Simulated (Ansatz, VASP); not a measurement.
## Moving the dispersion correction in Y3Ge

The cell as given:

Symmetry: I4/mmm, No. 139, tetragonal system. Conventional cell: a = 4.531 Å, b = 4.531 Å, c = 10.394 Å, α = 90.00°, β = 90.00°, γ = 90.00°. Around Y (site symmetry 4/mmm) lie 4 Ge at 3.20 Å and 8 Y at 3.45 Å. Around Y (site symmetry -4m2) lie 8 Y at 3.20 to 3.45 Å and 4 Ge at 3.45 Å. Ge (site symmetry 4/mmm) is surrounded by 12 Y at 3.20 to 3.45 Å.

The cell comes from a database or a generator and needn't be the stable form of this composition.

Kept alike: task relaxation of cell and atoms; functional BLYP; k mesh 6 × 6 × 6; occupations fermi-dirac, width 0.05 eV; no spin polarisation. Program: Ansatz, Ansatz PAW, cutoff 420 eV. The mesh is that of the run's cell of 4 atoms. No spin-orbit coupling.

```csv
dispersion correction,volume (Å³/atom)
D3(BJ),24.754
D4,26.154
none,27.790
```

The relaxations keep at least the cell's symmetry (I4/mmm). For a metal such a mesh leaves the last digits unconverged. Relaxations stop with a little pressure left, so the last digits of a volume or edge aren't settled. All rows use potentials made for PBE.

Problem. What does the dispersion correction change here?

Solution. The volume runs from 24.754 (D3(BJ)) to 27.790 Å³/atom (none). Against no correction: D3(BJ) -10.9 %; D4 -5.9 %. Dispersion terms mostly attract and so lower the volume; the schemes' coefficients and damping set how far. A twin series (VASP, PBE PAW files Ge_d, Y_sv, 600 eV) moves it by +3.0678 between D3(BJ) and none, against +3.0368 Å³/atom here.
